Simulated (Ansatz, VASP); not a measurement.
## Two plane-wave programs on NaLa

```xyz
2
Lattice="3.5341 0.0000 0.0000 -1.7671 3.0606 0.0000 0.0000 0.0000 6.4838" Properties=species:S:1:pos:R:3 pbc="T T T"
La    0.0000    2.0404    3.2419
Na    0.0000    0.0000    0.0000
```

The cell comes from a database or a generator and needn't be the stable form of this composition.

Alike in both runs: task single point; functional PBE; k mesh 7 × 7 × 4; occupations fermi-dirac, width 0.05 eV; no spin polarisation.

|  | VASP | Ansatz |
| --- | --- | --- |
| version | VASP 6.6.1 | Ansatz 0.2.0 |
| potentials or method | VASP PAW PBE potentials, release 64 (La, Na_pv) | Ansatz PAW |
| plane-wave cutoff (eV) | 520 | 420 |
| valence electrons in the cell | 18 | 20 |

```tsv
	VASP	Ansatz	Ansatz less VASP
gap on the k mesh at the Fermi level (eV)	none	none	-
pressure (GPa)	0.6	0.6	0.00
largest component of the traceless stress (GPa)	0.13	0.12	-0.012
```

A gap of «none» marks a metal or a gap that the smearing closes. The two sets of potentials don't hold the same shells in valence.

Spin-orbit coupling is left out, which matters for the levels of La.
